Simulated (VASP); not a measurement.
An input for Ansatz (written as the equivalent of a VASP run, and not itself run):

Ansatz 0.2 input:
```yaml
crystal:
  lattice:
    - [0.0000000, 2.7421630, 2.7421630]
    - [2.7421630, 0.0000000, 2.7421630]
    - [2.7421630, 2.7421630, 0.0000000]
  atoms:
    - { symbol: Sn, position: [0.5000000, 0.5000000, 0.5000000] }
    - { symbol: P, position: [0.0000000, 0.0000000, 0.0000000] }
kpoints:
  mp_grid: { grid: [10, 10, 10] }
hamiltonian:
  xc: lda
  pseudopotentials: { kind: paw }
scf:
  occupations: { method: methfessel_paxton, width: 0.1 }
  max_iter: 100
relax:
  max_steps: 60
  f_tol: 0.01
  cell: {}
output: { forces: true, stress: true, eigenvalues: true }
```

Problem. Write the VASP files for the same calculation (LDA).

Solution. This is not unique; one that fits is 
**INCAR**
```
! general
SYSTEM  = SnP
PREC    = Accurate
ENCUT   = 400
LREAL   = .False.
LASPH   = .True.

! electronic loop
EDIFF   = 1E-6
NELM    = 100
ALGO    = Normal
LMAXMIX = 4

! smearing
ISMEAR  = 1
SIGMA   = 0.1

! ions
IBRION  = 2
NSW     = 60
ISIF    = 3
EDIFFG  = -0.01

! output
LWAVE   = .False.
LCHARG  = .False.
```

POSCAR:
```
SnP
1
    0.0000000000     2.7421630427     2.7421630427
    2.7421630427     0.0000000000     2.7421630427
    2.7421630427     2.7421630427     0.0000000000
Sn P
1 1
Direct
  0.5000000000   0.5000000000   0.5000000000
  0.0000000000   0.0000000000   0.0000000000
```

**KPOINTS**
```
Regular mesh
0
G
  10 10 10
0 0 0
```

POTCAR, in this order: Sn_d P (LDA.64 set). Program: vasp_std.

Limits of the translation: each code has its own PAW files, so the cut-off isn't converted (ENCUT is set for VASP's; basis.ecutwfc is left out, and Ansatz then takes the one that its files recommend); Ansatz stops its SCF on the density residual and VASP on the energy change (EDIFF); Ansatz's lda is the Perdew-Wang form, while the LDA potentials of VASP carry Perdew-Zunger's.

The structure comes from a computed database's SnP entry (Fm-3m); how it stands against other phases isn't given here. It was relaxed first. The start is the result of an earlier pass.
